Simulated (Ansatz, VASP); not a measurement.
# Two plane-wave programs on Ca3Lu

```xyz
4
Lattice="5.3258 0.0000 0.0000 0.0000 5.3258 0.0000 0.0000 0.0000 5.3258" Properties=species:S:1:pos:R:3 pbc="T T T"
Lu    2.6629    2.6629    2.6629
Ca    0.0000    0.0000    2.6629
Ca    0.0000    2.6629    0.0000
Ca    2.6629    0.0000    0.0000
```

Change from the starting cell: volume scaled by 0.98.

Alike in both runs: task single point; functional PBE; k mesh 5 × 5 × 5; occupations fermi-dirac, width 0.05 eV; no spin polarisation.

```csv
,VASP,Ansatz
version,VASP 6.6.1,Ansatz 0.2.0
potentials or method,"VASP PAW PBE potentials, release 64 (Lu, Ca_sv)",Ansatz PAW
plane-wave cutoff (eV),520,420
valence electrons in the cell,55,55
```

```tsv
	VASP	Ansatz	Ansatz less VASP
gap on the k mesh at the Fermi level (eV)	none	none	-
pressure (GPa)	0.5	0.5	-0.02
```

A gap of «none» marks a metal or a gap that the smearing closes. With one functional, cell and mesh, what is left measures potentials, basis and numerics.

Spin-orbit coupling is left out, which matters for the levels of Lu.
